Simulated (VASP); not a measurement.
VASP input:

File POSCAR:
```
Hf
10.0790230
  0.1580388182  -0.2737312589   0.0000000000
  0.1580388182   0.2737312589   0.0000000000
  0.0000000000   0.0000000000   0.5000000125
Hf
2
Cart
  0.1580388182   0.0912439355   0.1250000031
  0.1580388182  -0.0912439355   0.3750000094
```

### INCAR
```
! general
SYSTEM  = Hf
PREC    = Accurate
ENCUT   = 520
LREAL   = .False.   ! projection in real space or not
LASPH   = .True.

! electronic loop
EDIFF   = 1E-7
NELM    = 100   ! most electronic steps
ALGO    = Normal   ! blocked Davidson
LMAXMIX = 6   ! l cut-off of mixed one-centre charges

! smearing
ISMEAR  = -5   ! tetrahedra, Bloechl

! functional
GGA     = PE   ! PBE
IVDW    = 13

! ions
ISIF    = 2   ! forces and stress, cell fixed

! output
LWAVE   = .False.
LCHARG  = .True.
LORBIT  = 11   ! lm-projected
NEDOS   = 601
```

### KPOINTS
```
Automatic mesh
0
Gamma
15 15 8
0 0 0
```

POTCAR, in this order: Hf_pv (PBE.64 set). Program: vasp_std.

Task: Translate this PBE-D4 calculation to Ansatz.

Result: One equivalent input (not run):
Ansatz 0.2 input:
```yaml
crystal:
  lattice:
    - [1.5928769, -2.7589437, 0.0000000]
    - [1.5928769, 2.7589437, 0.0000000]
    - [0.0000000, 0.0000000, 5.0395116]
  atoms:
    - { symbol: Hf, position: [0.3333330, 0.6666670, 0.2500000] }
    - { symbol: Hf, position: [0.6666670, 0.3333330, 0.7500000] }
kpoints:
  mp_grid: { grid: [15, 15, 8] }
hamiltonian:
  xc: pbe
  dispersion: d4
  pseudopotentials: { kind: paw }
scf:
  occupations: { method: tetrahedron }
  max_iter: 100
output: { forces: true, stress: true, eigenvalues: true }
```
Limits of the translation: each code has its own PAW files, so the cut-off isn't converted (ENCUT is set for VASP's; basis.ecutwfc is left out, and Ansatz then takes the one that its files recommend); Ansatz stops its SCF on the density residual and VASP on the energy change (EDIFF).

The compound is Hf in the hcp structure. It was relaxed first.
